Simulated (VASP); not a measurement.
Wanted: the native input for a VASP 6.6.1 run.

```yaml
Task: single point
Functional: PBE
Potentials_or_basis: VASP PAW PBE potentials, release 64 (Pt, Se)
Cutoff: 520 eV
k_mesh: 12 × 12 × 7
Occupations: fermi-dirac, width 0.05 eV
Spin: no spin polarisation
Dipole_correction: no
Further_INCAR_settings: ALGO = Fast; EDIFF = 1e-06; NBANDS = 18
```

The structure of PtSe2 lies in POSCAR:

```
PtSe2
1.0
    3.7516095341      0.0000000000      0.0000000000
   -1.8758047670      3.2489891616      0.0000000000
    0.0000000000      0.0000000000      6.5011771938
Pt Se
1 2
Direct
    0.0000000000      0.0000000000      0.0000000000
    0.3333333333      0.6666666667      0.2009858555
    0.6666666667      0.3333333333      0.7990141445
```

The cell was relaxed by an earlier calculation.

The input as run:

INCAR

```
SYSTEM = PtSe2
ALGO = Fast ; EDIFF = 1E-6
ENCUT = 520 ; GGA = PE
ISIF = 2 ; ISMEAR = -1
LASPH = .True. ; LCHARG = .False.
LREAL = .False. ; LWAVE = .False.
NBANDS = 18 ; NELM = 100
PREC = Accurate ; SIGMA = 0.05
```

KPOINTS

```
k-points
0
Gamma
  12 12 7
  0 0 0
```

Potentials or basis: VASP PAW PBE potentials, release 64 (Pt, Se).

Run with:

```bash
$ cat potpaw_PBE.64/Pt/POTCAR potpaw_PBE.64/Se/POTCAR > POTCAR
$ mpirun -np 1 vasp_std > vasp.out
```

Results of the run:

```
Pressure               : 0.0 GPa
Band gap on the k mesh : 0.85 eV, indirect (least direct gap 1.02 eV)
```

Caveat: spin-orbit coupling is left out, which moves the levels of the heavy elements; an odd mesh through Γ misses points on the zone boundary, where band edges often lie; this functional lacks dispersion, which binds the layers, so the pressure and a relaxed spacing across them are unreliable.

Run time: 120 s on 1 thread of Intel(R) Xeon(R) Platinum 8259CL CPU @ 2.50GHz (Skylake/Cascade Lake), with other jobs on the host, peak memory 0.3 GiB.
